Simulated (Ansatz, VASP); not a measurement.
# BaAu3 in VASP and in Ansatz

INCAR

```
PREC = Accurate
ENCUT = 520
EDIFF = 1E-6
ISMEAR = 0
SIGMA = 0.05
LREAL = F
LASPH = T
NELM = 100
ALGO = Normal
ISIF = 2
LWAVE = F
LCHARG = T
GGA = PE
LELF = T
LVHAR = T
NBANDS = 30
```

The input KPOINTS:

```
Automatic mesh
0
Gamma
  8 8 8
```

The input POSCAR:

```
BaAu3
1.0
    4.7628795315      0.0000000000      0.0000000000
    0.0000000000      4.7628795315      0.0000000000
    0.0000000000      0.0000000000      4.7628795315
Ba Au
1 3
Direct
    0.0000000000      0.0000000000      0.0000000000
    0.0000000000      0.5000000000      0.5000000000
    0.5000000000      0.5000000000      0.0000000000
    0.5000000000      0.0000000000      0.5000000000
```

Input for Ansatz:

```yaml
crystal:
  lattice:
    - [4.7628795315, 0.0, 0.0]
    - [0.0, 4.7628795315, 0.0]
    - [0.0, 0.0, 4.7628795315]
  atoms:
    - { symbol: Ba, position: [0.0, 0.0, 0.0] }
    - { symbol: Au, position: [0.0, 0.5, 0.5] }
    - { symbol: Au, position: [0.5, 0.5, 0.0] }
    - { symbol: Au, position: [0.5, 0.0, 0.5] }
basis:
  ecutwfc: 420
  ecutrho_ratio: 4
kpoints:
  mp_grid: { grid: [8, 8, 8] }
hamiltonian:
  xc: pbe
scf:
  occupations: { method: gaussian, width: 0.05 }
output:
  forces: true
  stress: true
  eigenvalues: true
```

Alike in both runs: task single point; functional PBE; k mesh 8 × 8 × 8; occupations gaussian, width 0.05 eV; no spin polarisation.

|  | VASP | Ansatz |
| --- | --- | --- |
| version | VASP 6.6.1 | Ansatz 0.2.0 |
| potentials or method | VASP PAW PBE potentials, release 64 (Ba_sv, Au) | scalar-relativistic, plane waves, PAW |
| plane-wave cutoff (eV) | 520 | 420 |
| valence electrons in the cell | 43 | 67 |

|  | VASP | Ansatz | Ansatz less VASP |
| --- | --- | --- | --- |
| gap on the k mesh at the Fermi level (eV) | none | none | - |
| pressure (GPa) | -2.2 | -2.7 | -0.48 |

A gap of «none» marks a metal or a gap that the smearing closes. The two sets of potentials don't hold the same shells in valence.

The runs have no spin-orbit coupling, so splittings on Au, Ba are missing.
